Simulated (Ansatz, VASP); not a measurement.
KNaICl: VASP beside Ansatz

The input INCAR:

```
  ALGO = Normal
  EDIFF = 1E-6
  ENCUT = 520
  ISIF = 2
  ISMEAR = 0
  LASPH = True
  LCHARG = False
  LREAL = False
  LWAVE = False
  NBANDS = 23
  NELM = 100
  PREC = Accurate
  SIGMA = 0.05
```

KPOINTS

```
k-points
0
Gamma
  6 6 4
```

File POSCAR:

```
KNaICl
1.0
    4.2413836907      0.0000000000      0.0000000000
    0.0000000000      4.8747613509      0.0000000000
    0.0000000000      0.0000000000      5.7844871266
K Na I Cl
1 1 1 1
Direct
    0.5000000000      0.5000000000      0.5000000000
    0.0000000000      0.0000000000      0.0000000000
    0.5000000000      0.5000000000      0.0000000000
    0.0000000000      0.0000000000      0.5000000000
```

Input for Ansatz:

```yaml
crystal:
  lattice:
    - [4.2413836907, 0.0, 0.0]
    - [0.0, 4.8747613509, 0.0]
    - [0.0, 0.0, 5.7844871266]
  atoms:
    - { symbol: K, position: [0.5, 0.5, 0.5] }
    - { symbol: Na, position: [0.0, 0.0, 0.0] }
    - { symbol: I, position: [0.5, 0.5, 0.0] }
    - { symbol: Cl, position: [0.0, 0.0, 0.5] }
basis:
  ecutwfc: 520.0
kpoints:
  mp_grid: { grid: [6, 6, 4] }
hamiltonian:
  xc: lda
  pseudopotentials: { kind: paw }
scf:
  occupations: { method: gaussian, width: 0.05 }
output:
  forces: true
  stress: true
  eigenvalues: true
```

Change from the starting cell: strain +e along x and -e along y -0.0733, strain +e along z and -e/2 along x and y -0.1100.

Alike in both runs: task single point; functional LDA; k mesh 6 × 6 × 4; occupations gaussian, width 0.05 eV; no spin polarisation.

|  | VASP | Ansatz |
| --- | --- | --- |
| version | VASP 6.6.1 | Ansatz 0.2.0 |
| potentials or method | VASP PAW LDA potentials, release 64 (K_sv, Na_pv, I, Cl) | scalar-relativistic, plane waves, PAW |
| plane-wave cutoff (eV) | 520 | 520 |
| valence electrons in the cell | 30 | 42 |

```tsv
	VASP	Ansatz	Ansatz less VASP
gap on the k mesh at the Fermi level (eV)	3.50	3.49	-0.004
least direct gap on the mesh (eV)	3.50	3.49	-0.004
pressure (GPa)	1.7	1.6	-0.08
largest component of the traceless stress (GPa)	6.96	6.84	-0.118
```

The two sets of potentials don't hold the same shells in valence.

Caveats: spin-orbit coupling is left out, which moves the levels of the heavy elements.
